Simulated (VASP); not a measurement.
Input:

```
Te
1.0
    2.21384    -3.83448     0.00000
    2.21384     3.83448     0.00000
    0.00000     0.00000     6.12531
Te
3
Cartesian
  2.83537  -2.75796   4.08354
  3.18462   0.00000   0.00000
  2.83537   2.75796   2.04177
```

All values below come from vdW-DF-cx, VASP's PBE PAW potentials (set 64) (plane waves; VASP). Run with 520 eV cut-off, 6×6×4 Γ-centred mesh, Gaussian smearing of 0.050 eV, potentials Te.

### Question
The ions and cell shape at fixed volume are relaxed. Which structure does the run end with?

### Answer

```
Te
1.0
    2.23958    -3.87907     0.00000
    2.23958     3.87907     0.00000
    0.00000     0.00000     5.98531
Te
3
Direct
  0.00000   0.27206   0.66667
  0.72794   0.72794   0.00000
  0.27206   0.00000   0.33333
```
Space group P3_121 (152), at a tolerance of 0.03 Å.

### Question
How much energy does the relaxation gain?

### Answer
The energy (σ→0) changes by -6.7 meV/atom, in 7 ionic steps.

The compound is Te in the trig structure. This cell is one point of a volume scan, at 1.06 of the reference volume. Symmetry was kept, so distortions that lower it aren't found.
